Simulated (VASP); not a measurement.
Data:

```xyz
2
Lattice="0.0000 3.3256 3.3256 3.3256 0.0000 3.3256 3.3256 3.3256 0.0000" Properties=species:S:1:pos:R:3 pbc="T T T"
In     3.3256     3.3256     0.0000
Sb     1.6628     1.6628     1.6628
```

These are rev-vdW-DF2, VASP's PBE PAW potentials (set 64) (plane waves; VASP) values and carry that method's errors. Settings: 520 eV cut-off, 10×10×10 Γ-centred mesh, first-order Methfessel-Paxton smearing of 0.10 eV, potentials In_d Sb.

Unless said otherwise, spin-orbit coupling is left out, though it shifts the bands of the heavy elements here.

**Question.** Estimate the energy per atom (σ→0), pressure, band gap (on the k-mesh) with the smallest direct gap where there is one.

**Answer.** 
```json
{
 "band gap (on the k-mesh)": "none (metal, semimetal or under 0.01 eV)",
 "energy per atom (σ→0)": "-1.185 eV/atom",
 "pressure": "-1.06 GPa"
}
```

The compound is InSb in the zinc blende structure. This cell is one point of a volume scan, at 1.03 of the reference volume.
